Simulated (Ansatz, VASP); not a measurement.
**CaNb3: VASP beside Ansatz**

```
CELL_PARAMETERS angstrom
4.35172 0.00000 0.00000
0.00000 4.35172 0.00000
0.00000 0.00000 4.35172
ATOMIC_POSITIONS crystal
Ca 0.00000 0.00000 0.00000
Nb 0.00000 0.50000 0.50000
Nb 0.50000 0.00000 0.50000
Nb 0.50000 0.50000 0.00000
```

Alike in both runs: functional PBE; k mesh 10 × 10 × 10; occupations gaussian, width 0.1 eV; no spin polarisation.

Ansatz relaxed the structure, and its values are those at the end. VASP's run is a single point on that final structure, the one shown.

|  | VASP | Ansatz |
| --- | --- | --- |
| version | VASP 6.6.1 | Ansatz 0.2.0 |
| potentials or method | VASP PAW PBE potentials, release 64 (Ca_sv, Nb_sv) | scalar-relativistic, plane waves, PAW |
| plane-wave cutoff (eV) | 520 | 420 |
| valence electrons in the cell | 49 | 49 |

Ansatz gave:

- gap on the k mesh at the Fermi level (eV): none
- pressure (GPa): 0.0

Problem. What did VASP give for the same quantities?

Solution. gap on the k mesh at the Fermi level (eV): none; pressure (GPa): -0.1.

A gap of «none» marks a metal or a gap that the smearing closes.
